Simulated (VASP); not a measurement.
Given:

```xyz
3
Lattice="0.0000 2.3237 2.3237 2.3237 0.0000 2.3237 2.3237 2.3237 0.0000" Properties=species:S:1:pos:R:3 pbc="T T T"
Li     1.1618     1.1618     1.1618
Li     3.4855     3.4855     3.4855
O      0.0000     0.0000     0.0000
```

All values below come from vdW-DF-cx, VASP's PBE PAW potentials (set 64) (plane waves; VASP). Numerical set-up: 520 eV cut-off, 8×8×8 Γ-centred mesh, Gaussian smearing of 0.050 eV, potentials Li_sv O.

### Question
Give the energy at these volumes per atom, relative to the lowest: 7.81, 8.06, 8.31, 8.56, 8.81 Å³.

### Answer
10.4, 2.9, 0.0, 1.0, 5.4 meV/atom. A third-order Birch-Murnaghan fit gives B0 = 82.0 GPa and B0′ = 3.8.

The compound is Li2O in the antifluorite structure. It was relaxed first.
